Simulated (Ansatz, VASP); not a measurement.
# SrSnP in two plane-wave programs, part 2 of 2

Aim: how closely do two programs agree when they are given the same cell, functional and k mesh? The cell is taken from a series of VASP runs on this material, whose earlier steps may have relaxed, scaled or displaced it; both programs get it as it stands.

VASP 6.6.1 and Ansatz 0.2.0.

So far: Starting point; Ansatz: relaxation of cell and atoms, PBEsol with D3(BJ).

## Step 3: VASP: relaxation of cell and atoms, PBEsol with D3(BJ)

Level of this step: PBEsol with D3(BJ); plane waves and PAW (Sr_sv, Sn_d, P) (VASP).

The same cell, functional, mesh and smearing now go to VASP, with its own data sets and cutoff.

Lines of VASP's logs that name or quote its potential files are left out, and so is its time.

Contents of INCAR:

```
SYSTEM = SrSnP
PREC = Accurate
ENCUT = 400
EDIFF = 1E-06
NELM = 100
ISMEAR = 0
SIGMA = 0.05
LREAL = .FALSE.
ALGO = Normal
GGA = PS
IVDW = 12
NBANDS = 35
LORBIT = 11
LWAVE = .FALSE.
LCHARG = .FALSE.
KPAR = 4
IBRION = 2
NSW = 60
ISIF = 3
EDIFFG = -0.01
```

Contents of POSCAR:

```
SrSnP
1.0
    4.2604852163      0.0000000000      0.0000000000
    0.0000000000      4.2604852163      0.0000000000
    0.0000000000      0.0000000000      8.7933148427
Sr Sn P
2 2 2
Direct
    0.0000000000      0.5000000000      0.6674024593
    0.5000000000      0.0000000000      0.3325975407
    0.5000000000      0.0000000000      0.9481727234
    0.0000000000      0.5000000000      0.0518272766
    0.0000000000      0.5000000000      0.3294752491
    0.5000000000      0.0000000000      0.6705247509
```

Contents of KPOINTS:

```
Automatic mesh
0
Gamma
5 5 3
0 0 0
```

The projector-augmented-wave data sets are Sr_sv, Sn_d and P (PBE family, release 64).

Started as:

```sh
> mpirun -np 4 vasp_std
```

Numbers of over 12 decimals in the logs are rounded to 6 here.

What it wrote:

```text
[banner, memory and clock lines left out]
running    4 mpi-ranks, on    1 nodes
 distrk:  each k-point on    1 cores,    4 groups
 distr:  one band on    1 cores,    1 groups

 POSCAR found type information on POSCAR SrSnP
 POSCAR found :  3 types and       6 ions
|                                                                             |
|               ----> ADVICE to this user running VASP <----                  |
|                                                                             |
|     You enforced a specific xc type in the INCAR file but a different       |
|     [... a line on the potential file left out ...]
|     I HOPE YOU KNOW WHAT YOU ARE DOING!                                     |
|                                                                             |

 LDA part: xc-table for (Slater+PW92), standard interpolation
 POSCAR, INCAR and KPOINTS ok, starting setup
 FFT: planning ... GRIDC
 FFT: planning ... GRID_SOFT
 FFT: planning ... GRID
 WAVECAR not read
 entering main loop
       N       E                     dE             d eps       ncg     rms          rms(c)
DAV:   1     0.512205683172E+03    0.51221E+03   -0.24138E+04   851   0.163E+03
DAV:   2     0.445245454199E+02   -0.46768E+03   -0.45785E+03   872   0.446E+02
DAV:   3    -0.259881631725E+02   -0.70513E+02   -0.68877E+02  1198   0.164E+02
DAV:   4    -0.297006509337E+02   -0.37125E+01   -0.36938E+01  1160   0.365E+01
DAV:   5    -0.298797520656E+02   -0.17910E+00   -0.17875E+00  1472   0.641E+00    0.299E+01
DAV:   6    -0.282244076364E+02    0.16553E+01   -0.48988E+00  1183   0.110E+01    0.182E+01
DAV:   7    -0.282718494484E+02   -0.47442E-01   -0.20086E+00  1000   0.552E+00    0.318E+00
DAV:   8    -0.282202782480E+02    0.51571E-01   -0.58816E-01  1100   0.327E+00    0.127E+00
DAV:   9    -0.282193953822E+02    0.88287E-03   -0.87403E-02   986   0.117E+00    0.326E-01
DAV:  10    -0.282191743510E+02    0.22103E-03   -0.77391E-03  1309   0.446E-01    0.172E-01
DAV:  11    -0.282192778941E+02   -0.10354E-03   -0.12541E-03  1037   0.169E-01    0.636E-02
DAV:  12    -0.282192711480E+02    0.67461E-05   -0.22900E-04  1317   0.784E-02    0.379E-02
DAV:  13    -0.282192761725E+02   -0.50245E-05   -0.52112E-05   909   0.296E-02    0.101E-02
DAV:  14    -0.282192744621E+02    0.17104E-05   -0.86088E-06   840   0.165E-02    0.318E-03
DAV:  15    -0.282192746561E+02   -0.19393E-06   -0.24081E-06   704   0.650E-03
   1 F= -.30347875E+02 E0= -.30346939E+02  d E =-.303479E+02
[... from here on, the cycles between the ionic steps are left out ...]
   2 F= -.30349204E+02 E0= -.30348272E+02  d E =-.132922E-02
   3 F= -.30349220E+02 E0= -.30348288E+02  d E =-.134503E-02
   4 F= -.30350190E+02 E0= -.30349258E+02  d E =-.969298E-03
   5 F= -.30350374E+02 E0= -.30349442E+02  d E =-.115339E-02
   6 F= -.30350846E+02 E0= -.30349915E+02  d E =-.472765E-03
   7 F= -.30351313E+02 E0= -.30350381E+02  d E =-.939735E-03
   8 F= -.30351508E+02 E0= -.30350575E+02  d E =-.194199E-03
   9 F= -.30351515E+02 E0= -.30350583E+02  d E =-.202020E-03
  10 F= -.30351561E+02 E0= -.30350629E+02  d E =-.459449E-04
 trial-energy change:   -0.000046  1 .order   -0.000048   -0.000056   -0.000040
 step:   2.8430(harm=  2.8430)  dis= 0.00264  next Energy=   -30.351615 (dE=-0.992E-04)
 bond charge predicted
       N       E                     dE             d eps       ncg     rms          rms(c)
DAV:   1    -0.282115609934E+02    0.17407E-02   -0.34172E-02   956   0.134E+00    0.168E-01
DAV:   2    -0.282112212141E+02    0.33978E-03   -0.20962E-03  1095   0.400E-01    0.712E-02
DAV:   3    -0.282110877508E+02    0.13346E-03   -0.31495E-04  1141   0.157E-01    0.343E-02
DAV:   4    -0.282110799990E+02    0.77518E-05   -0.49666E-05  1370   0.382E-02    0.304E-02
DAV:   5    -0.282110817055E+02   -0.17065E-05   -0.65691E-06  1242   0.135E-02    0.967E-03
DAV:   6    -0.282110827946E+02   -0.10891E-05   -0.15910E-06   603   0.859E-03    0.148E-03
DAV:   7    -0.282110829652E+02   -0.17057E-06   -0.61803E-07   462   0.635E-03
  11 F= -.30351582E+02 E0= -.30350650E+02  d E =-.668458E-04
 curvature:  -1.80 expect dE=-0.657E-04 dE for cont linesearch -0.121E-04
 trial: gam= 0.00000 g(F)=  0.502E-05 g(S)=  0.315E-04 ort =-0.243E-04 (trialstep = 0.121E+01)
 search vector abs. value=  0.365E-04
 reached required accuracy - stopping structural energy minimisation
```

OUTCAR, selected parts (step 3):

```text
ion  position               nearest neighbor table
   1  0.000  0.500  0.667-   5 2.97   6 3.01   6 3.01   6 3.01   6 3.01   4 3.38   3 3.90   3 3.90
                             3 3.90   3 3.90   2 4.21   2 4.21   2 4.21   2 4.21
   2  0.500  0.000  0.333-   6 2.97   5 3.01   5 3.01   5 3.01   5 3.01   3 3.38   4 3.90   4 3.90
                             4 3.90   4 3.90   1 4.21   1 4.21   1 4.21   1 4.21
   3  0.500  0.000  0.948-   6 2.44   4 3.15   4 3.15   4 3.15   4 3.15   2 3.38   1 3.90   1 3.90
                             1 3.90   1 3.90
   4  0.000  0.500  0.052-   5 2.44   3 3.15   3 3.15   3 3.15   3 3.15   1 3.38   2 3.90   2 3.90
                             2 3.90   2 3.90
   5  0.000  0.500  0.329-   4 2.44   1 2.97   2 3.01   2 3.01   2 3.01   2 3.01
   6  0.500  0.000  0.671-   3 2.44   2 2.97   1 3.01   1 3.01   1 3.01   1 3.01

  LATTYP: Found a simple tetragonal cell.
 ALAT       =     4.2604852163
 C/A-ratio  =     2.0639233318

 Subroutine GETGRP returns: Found 16 space group operations
 (whereof  8 operations were pure point group operations)

The static configuration has the point symmetry D_2d.
 The point group associated with its full space group is D_4h.

 Found     12 irreducible k-points:

   k-points           NKPTS =     12   k-points in BZ     NKDIM =     12   number of bands    NBANDS=     35

   dimension x,y,z NGX =    28 NGY =   28 NGZ =   60
   dimension x,y,z NGXF=    56 NGYF=   56 NGZF=  120

   ENCUT  =  400.0 eV  29.40 Ry    5.42 a.u.   6.95  6.95 14.34*2*pi/ulx,y,z

   NELECT =      58.0000    total number of electrons

 k-points in reciprocal lattice and weights: Automatic mesh
   0.00000000  0.00000000  0.00000000       0.013
   0.20000000  0.00000000  0.00000000       0.053
   0.40000000  0.00000000  0.00000000       0.053
   0.20000000  0.20000000  0.00000000       0.053
   0.40000000  0.20000000  0.00000000       0.107
   0.40000000  0.40000000  0.00000000       0.053
   0.00000000  0.00000000  0.33333333       0.027
   0.20000000  0.00000000  0.33333333       0.107
   0.40000000  0.00000000  0.33333333       0.107
   0.20000000  0.20000000  0.33333333       0.107
   0.40000000  0.20000000  0.33333333       0.213
   0.40000000  0.40000000  0.33333333       0.107

 Edisp (eV)   -2.13826

 average (electrostatic) potential at core
       1 -35.2189       2 -35.2189       3-101.7830       4-101.7830       5 -82.4378
       6 -82.4378

 E-fermi :   5.2005

 k-point     1 :       0.0000    0.0000    0.0000
  band No.  band energies     occupation
    ...
     26       3.6008      2.00000
     27       4.6185      2.00000
     28       4.6185      2.00000
     29       5.0421      1.99999
     30       5.0421      1.99999
     31       6.0074      0.00000
     32       7.0634      0.00000
     33       7.8554      0.00000
     34       8.7083      0.00000
     35       8.9659      0.00000

 k-point     2 :       0.2000    0.0000    0.0000
  band No.  band energies     occupation
    ...
     25       3.4310      2.00000
     26       3.7521      2.00000
     27       3.7573      2.00000
     28       4.1460      2.00000
     29       5.0007      2.00000
     30       5.3470      0.00003
     31       7.0440      0.00000
     32       7.7370      0.00000
     33       7.8288      0.00000
     34       8.5931      0.00000
    ...

 k-point     3 :       0.4000    0.0000    0.0000
  band No.  band energies     occupation
    ...
     24       1.4062      2.00000
     25       3.0521      2.00000
     26       3.1167      2.00000
     27       3.3723      2.00000
     28       3.5376      2.00000
     29       5.7292      0.00000
     30       6.1722      0.00000
     31       7.0806      0.00000
     32       7.3730      0.00000
     33       7.6105      0.00000
    ...

 Edisp (eV)   -2.14050

  Total       0.02988     0.02988     0.04619     0.00000     0.00000     0.00000
  in kB       0.30159     0.30159     0.46613     0.00000     0.00000     0.00000
  external pressure =        0.36 kB  Pullay stress =        0.00 kB

  energy-cutoff  :      400.00
  volume of cell :      158.76
      direct lattice vectors                 reciprocal lattice vectors
     4.260700870  0.000000000 -0.000000000     0.234703170  0.000000000 -0.000000000
     0.000000000  4.260700870  0.000000000     0.000000000  0.234703170  0.000000000
     0.000000000  0.000000000  8.745204251     0.000000000  0.000000000  0.114348387

 POSITION                                       TOTAL-FORCE (eV/Angst)
 -----------------------------------------------------------------------------------
      4.26070      2.13035      5.85541         0.000000      0.000000      0.003135
      2.13035      0.00000      2.88980        -0.000000      0.000000     -0.003135
      2.13035      0.00000      8.27993        -0.000000     -0.000000     -0.005825
      4.26070      2.13035      0.46528         0.000000      0.000000      0.005825
      0.00000      2.13035      2.90365        -0.000000      0.000000     -0.002876
      2.13035      0.00000      5.84156         0.000000      0.000000      0.002876
 -----------------------------------------------------------------------------------
    total drift:                                0.000000     -0.000000     -0.000000

  FREE ENERGIE OF THE ION-ELECTRON SYSTEM (eV)
  ---------------------------------------------------
  free  energy   TOTEN  =       -30.3515822623 eV

  energy  without entropy=      -30.3497178902  energy(sigma->0) =      -30.35065008

 reached required accuracy - stopping structural energy minimisation

 total charge
# of ion       s       p       d       tot
------------------------------------------
    1        2.015   5.752   0.255   8.022
    2        2.015   5.752   0.255   8.022
    3        1.202   1.104   9.990  12.295
    4        1.202   1.104   9.990  12.295
    5        1.041   1.497   0.000   2.538
    6        1.041   1.497   0.000   2.538
--------------------------------------------------
tot          8.515  16.706  20.490  45.710

[... 3 further parts left out ...]
```

The k-mesh is coarse for a metal. The run keeps the 16 symmetry operations of its start, so it cannot find a distortion of lower symmetry.

## Step 4: Differences

Known differences besides the potentials themselves: both relaxations stop at a tolerance, which leaves soft axes loose, and VASP keeps its plane-wave basis; the cutoff is 420 eV in Ansatz and 400 eV in VASP; Ansatz makes its cores anew for this functional, VASP keeps those of its PBE data sets; VASP leaves aspherical gradient terms in its spheres out (LASPH is not set), Ansatz keeps them; Ansatz adds a Pulay correction to the stress that steers its cell, VASP none. Total energies have different zeros and are not compared.

The two programs side by side:

```csv
quantity,Ansatz,VASP,difference
volume (Å³),158.59,158.76,-0.10 %
"edge a after relaxation, in the typed setting (Å)",4.258,4.261,-0.05 %
"edge c after relaxation, in the typed setting (Å)",8.745,8.745,+0.00 %
```

The walks stopped with -0.01 GPa left in Ansatz and 0.04 GPa in VASP; each walk ends within a tolerance, so the volume difference is uncertain by about these residues over the bulk modulus, most in soft cells.

## Step 5: VASP: zone-centre phonons, PBEsol with D3(BJ)

Second derivatives magnify differences that forces hide, and they need a tight electronic threshold. The cell compared in this pair holds 158.76 Å³, against 159.61 Å³ for the pair before.

Contents of INCAR:

```
SYSTEM = SrSnP
PREC = Accurate
ENCUT = 400
EDIFF = 1E-08
NELM = 100
ISMEAR = 1
SIGMA = 0.2
LREAL = .FALSE.
ALGO = Normal
GGA = PS
IVDW = 12
NBANDS = 35
LORBIT = 11
LWAVE = .FALSE.
LCHARG = .FALSE.
KPAR = 4
IBRION = 6
NFREE = 2
POTIM = 0.015
ISIF = 2
NSW = 1
```

Contents of POSCAR:

```
SrSnP
1.0
    4.2607008705      0.0000000000      0.0000000000
    0.0000000000      4.2607008705      0.0000000000
    0.0000000000      0.0000000000      8.7452042507
Sr Sn P
2 2 2
Direct
    0.0000000000      0.5000000000      0.6695562482
    0.5000000000      0.0000000000      0.3304437518
    0.5000000000      0.0000000000      0.9467962549
    0.0000000000      0.5000000000      0.0532037451
    0.0000000000      0.5000000000      0.3320272186
    0.5000000000      0.0000000000      0.6679727814
```

Contents of KPOINTS:

```
Automatic mesh
0
Gamma
7 7 4
0 0 0
```

Started as:

```sh
> mpirun -np 4 vasp_std
```

What it wrote:

```text
[banner, memory and clock lines left out]
running    4 mpi-ranks, on    1 nodes
[...]
[... a notice as in an earlier step ...]

 LDA part: xc-table for (Slater+PW92), standard interpolation
 POSCAR, INCAR and KPOINTS ok, starting setup
[...]
entering main loop
       N       E                     dE             d eps       ncg     rms          rms(c)
DAV:   1     0.515405845438E+03    0.51541E+03   -0.24167E+04  2119   0.164E+03
DAV:   2     0.446710649323E+02   -0.47073E+03   -0.46093E+03  2135   0.450E+02
DAV:   3    -0.259762717017E+02   -0.70647E+02   -0.68990E+02  2966   0.164E+02
DAV:   4    -0.297088175253E+02   -0.37325E+01   -0.37153E+01  2904   0.360E+01
[...]
DAV:  15    -0.282319529021E+02   -0.90904E-07   -0.13863E-06  2690   0.411E-03    0.208E-03
DAV:  16    -0.282319527587E+02    0.14333E-06   -0.10654E-07  2346   0.170E-03    0.839E-04
DAV:  17    -0.282319527488E+02    0.99853E-08   -0.96398E-09  1480   0.609E-04
   1 F= -.30372452E+02 E0= -.30373790E+02  d E =0.401376E-02
[... from here on, the cycles between the ionic steps are left out ...]
   2 F= -.30371916E+02 E0= -.30373254E+02  d E =0.401536E-02
   3 F= -.30371916E+02 E0= -.30373254E+02  d E =0.401536E-02
   5 F= -.30371853E+02 E0= -.30373193E+02  d E =0.402036E-02
   6 F= -.30372178E+02 E0= -.30373518E+02  d E =0.401980E-02
   7 F= -.30372178E+02 E0= -.30373518E+02  d E =0.401979E-02
   8 F= -.30371870E+02 E0= -.30373204E+02  d E =0.400109E-02
   9 F= -.30370208E+02 E0= -.30371546E+02  d E =0.401433E-02
  10 F= -.30371956E+02 E0= -.30373294E+02  d E =0.401382E-02
  11 F= -.30371956E+02 E0= -.30373294E+02  d E =0.401382E-02
  12 F= -.30370941E+02 E0= -.30372275E+02  d E =0.399987E-02
  13 F= -.30371325E+02 E0= -.30372667E+02  d E =0.402594E-02
 Finite differences progress:
  Degree of freedom:   6/  6
  Displacement:        2/  2
  Total:              12/ 12
```

Parts of OUTCAR (step 5):

```text
 Edisp (eV)   -2.14052

  FREE ENERGIE OF THE ION-ELECTRON SYSTEM (eV)
  ---------------------------------------------------
  free  energy   TOTEN  =       -30.3713251639 eV

  energy  without entropy=      -30.3753511087  energy(sigma->0) =      -30.37266715

[... 2 further parts left out ...]
[key lines of the parts left out:]
E-fermi :   5.0825
```

## Step 6: Ansatz: zone-centre phonons, PBEsol with D3(BJ)

The same cell, functional, mesh and smearing now go to Ansatz, which takes its cutoff from its data sets.

The cell is taken from a series of VASP runs on this material, whose earlier steps may have relaxed, scaled or displaced it; both programs get it as it stands.

Contents of input.yaml:

```yaml
crystal:
  lattice:
    - [4.2607008705, 0.0, 0.0]
    - [0.0, 4.2607008705, 0.0]
    - [0.0, 0.0, 8.7452042507]
  atoms:
    - { symbol: Sr, position: [0.0, 0.5, 0.6695562482] }
    - { symbol: Sr, position: [0.5, 0.0, 0.3304437518] }
    - { symbol: Sn, position: [0.5, 0.0, 0.9467962549] }
    - { symbol: Sn, position: [0.0, 0.5, 0.0532037451] }
    - { symbol: P, position: [0.0, 0.5, 0.3320272186] }
    - { symbol: P, position: [0.5, 0.0, 0.6679727814] }
hamiltonian:
  xc: pbesol
  pseudopotentials: { kind: paw }
  dispersion: d3bj
kpoints:
  mp_grid: { grid: [7, 7, 4] }
scf:
  occupations: { method: methfessel_paxton, width: 0.2 }
phonons:
  method: dfpt
  qpoints: [[0, 0, 0]]
```

Started as:

```sh
> ansatz run input.yaml --threads 4 --pin off --max-ram 9216MiB --backend cpu --events-out ev --progress --plain --runs-dir out
```

What it wrote:

```text
zone centre: on kpoints.mp_grid the ground state, and the responses unless they are solved on pairs of k-points, stand on 48 of the mesh's 196 k-points, reduced under 4 symmetry operations, with k and −k counted as one. Each operation leaves every solved displacement unchanged or reverses it
[...]
Crystal: 6 atoms, lattice volume = 158.757 Å³
[...]
non-analytic LO–TO correction: not included (Born effective charges unavailable; polar crystals: no LO–TO splitting at Γ)
--- Phonons (arbitrary-q DFPT): 1 explicit q-point ---
  q = [0, 0, 0] (of the zone-centre solve; hermiticity 6.14e-7, symmetrization 2.52e-13): -0.00 0.00 0.00 50.01 50.01 54.41 54.41 93.53 98.75 98.75 127.42 147.37 220.50 220.50 228.21 228.21 334.93 362.53
  sum rule: each row above includes the acoustic sum rule's correction from the zone centre's row sums; it moved no ω² by more than (0.70 cm⁻¹)²
[key lines of the parts left out:]
SCF converged after 12 iterations
Free energy (F): -20370.771475 eV
Fermi energy:    8.666957 eV
```

Run time: 48 s. Hardware: 4 threads of Arm Neoverse V2, shared host; peak memory 1.3 GiB; 3.1 min of CPU time.

## Step 7: Differences

What differs besides the data sets and the points named for the pairs above, as far as they apply: Ansatz takes the dispersion share of the force constants at frozen C6 weights, VASP differentiates the full forces; VASP uses finite displacements, Ansatz perturbation theory. Total energies have different zeros and are not compared.

Both answers:

```csv
quantity,Ansatz,VASP,difference
optical mode 1 to 2 (cm⁻¹),50.0,51.7,-3.29 %
optical mode 3 to 4 (cm⁻¹),54.4,54.7,-0.49 %
optical mode 5 (cm⁻¹),93.5,93.6,-0.03 %
optical mode 6 to 7 (cm⁻¹),98.8,99.9,-1.15 %
optical mode 8 (cm⁻¹),127.4,128.1,-0.56 %
optical mode 9 (cm⁻¹),147.4,148.3,-0.64 %
optical mode 10 to 11 (cm⁻¹),220.5,222.2,-0.78 %
optical mode 12 to 13 (cm⁻¹),228.2,230.1,-0.80 %
optical mode 14 (cm⁻¹),334.9,333.7,+0.36 %
optical mode 15 (cm⁻¹),362.5,361.4,+0.32 %
```

Modes are paired by rising frequency and degeneracy, not by their patterns, so a pair may still set unlike modes beside each other.

## Step 8: What came out

- difference in volume (relaxation of cell and atoms, PBEsol with D3(BJ)): -0.10 %
- r.m.s. difference of the optical zone-centre modes, each program's sorted by frequency (zone-centre phonons, PBEsol with D3(BJ)): 1.3 cm⁻¹
- difference in optical mode 1 to 2 (zone-centre phonons, PBEsol with D3(BJ)): -3.3 %

The difference in volume is -0.10 % (relaxation of cell and atoms, PBEsol with D3(BJ)), within the 1.2 % picked in this series as the mark of a large difference, as far as the stopping tolerances let one tell. Among the rows given in per cent, the largest difference of the zone-centre phonons, PBEsol with D3(BJ) pair is in optical mode 1 to 2, -3.3 %. 1 further run of this series is not shown here. How closely two codes agree says nothing of how well the functional describes the real material.

[Lines on the potential files, build, host, timing and source positions are cut from VASP's logs without a mark.]

[Logs are printed without paths, hosts, clocks, repeated set-up lines and the standing remarks that a program may print on its own settings, such as how far it seeks lower states.]

[Hosts, paths, dates, database ids (printed as entryN), source tags and the programs' standing remarks are cut or masked in the printed files.]
